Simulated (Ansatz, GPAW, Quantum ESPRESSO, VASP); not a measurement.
**Tl3Cu: 4 runs at one level of theory**

```xyz
4
Lattice="4.7170 0.0000 0.0000 0.0000 4.7170 0.0000 0.0000 0.0000 4.7170" Properties=species:S:1:pos:R:3 pbc="T T T"
Tl    2.3585    2.3585    0.0000
Tl    2.3585    0.0000    2.3585
Tl    0.0000    2.3585    2.3585
Cu    0.0000    0.0000    0.0000
```

The cell comes from a database or a generator and needn't be the stable form of this composition.

Alike in all runs: task single point; functional PBE; k mesh 6 × 6 × 6; occupations fermi-dirac, width 0.05 eV; no spin polarisation; no spin-orbit coupling. Pressure is positive in compression and, in plane waves, holds the error of the finite cutoff, which Ansatz's Pulay term estimates and takes out.

```csv
program and potentials,plane-wave cutoff (eV),notes,band gap (eV),pressure (GPa)
"Ansatz, Ansatz PAW",420,14.5 valence electrons an atom on average; Pulay term of +0.05 GPa included,no gap,0.03
"GPAW, GPAW PAW data sets (gpaw-data 1.2.1)",600,12.5 valence electrons an atom on average; this data set often lies off other programs,no gap,-0.30
"Quantum ESPRESSO, SSSP 1.3 efficiency PBE",748,12.5 valence electrons an atom on average,no gap,-0.37
"VASP, PBE PAW files Cu, Tl_d, 520 eV",520,12.5 valence electrons an atom on average,no gap,0.01
```

None finds a gap. The pressure spans -0.37 (Quantum ESPRESSO, SSSP 1.3 efficiency PBE) to 0.03 GPa (Ansatz, Ansatz PAW).

Differences between rows come from potentials, basis sets and numerical settings, since the functional is the same but for its coding. Runs on potential files found faulty are left out.
